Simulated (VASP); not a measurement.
These are r2SCAN meta-GGA, VASP's PBE PAW potentials (set 64) (plane waves; VASP) values and carry that method's errors.

VASP input:

INCAR:
```
SYSTEM = Pt3Ti
PREC = Accurate
ENCUT = 400
EDIFF = 1E-6
NELM = 100
ALGO = Normal
LREAL = .FALSE.
LASPH = .TRUE.
ISMEAR = 1
SIGMA = 0.1
METAGGA = R2SCAN
LMIXTAU = .TRUE.
LMAXMIX = 6
LWAVE = .FALSE.
LCHARG = .FALSE.
IBRION = 2
ISIF = 3
NSW = 60
EDIFFG = -0.02
```

**POSCAR**
```
Pt3Ti
1.0
  3.8978672699   0.0000000000   0.0000000000
  0.0000000000   3.8978672699   0.0000000000
  0.0000000000   0.0000000000   3.8978672699
Ti Pt
1 3
Cart
  0.0000000000   0.0000000000   0.0000000000
  0.0000000000   1.9489336349   1.9489336349
  1.9489336349   0.0000000000   1.9489336349
  1.9489336349   1.9489336349   0.0000000000
```

File KPOINTS:
```
kpoints
0
Gamma
7 7 7
```

POTCAR, in this order: Ti_sv Pt (PBE.64 set). Program: vasp_std.

Energy and stress use the plane-wave basis of the starting cell. Unless said otherwise, spin-orbit coupling is left out, though it shifts the bands of the heavy elements here.

Q: Predict the energy per atom (σ→0), volume per atom, band gap (on the k-mesh).

A: 
The energy per atom (σ→0) is -42.782 eV/atom and the band gap (on the k-mesh) comes out as none (metal, semimetal or under 0.01 eV). The volume per atom is 15.11 Å^3/atom.

### OSZICAR
```
...
DAV:   8    -0.171128967837E+03    0.66436E-04   -0.14980E-03  1350   0.263E-01    0.141E-01
DAV:   9    -0.171129553114E+03   -0.58528E-03   -0.68249E-04  1013   0.236E-01    0.619E-02
DAV:  10    -0.171129560782E+03   -0.76681E-05   -0.95523E-05  1357   0.632E-02    0.329E-02
DAV:  11    -0.171129569550E+03   -0.87678E-05   -0.16517E-05  1308   0.370E-02    0.175E-02
DAV:  12    -0.171129572973E+03   -0.34230E-05   -0.29520E-05  1376   0.330E-02    0.583E-03
DAV:  13    -0.171129575328E+03   -0.23552E-05   -0.28709E-06   909   0.151E-02    0.195E-03
DAV:  14    -0.171129575571E+03   -0.24221E-06   -0.43593E-07   508   0.465E-03
   3 F= -.17112958E+03 E0= -.17112953E+03  d E =-.200293E-01
```

The compound is Pt3Ti in the L1_2 structure. This run relaxes it. Symmetry was kept, so distortions that lower it aren't found. The start is the result of an earlier pass.
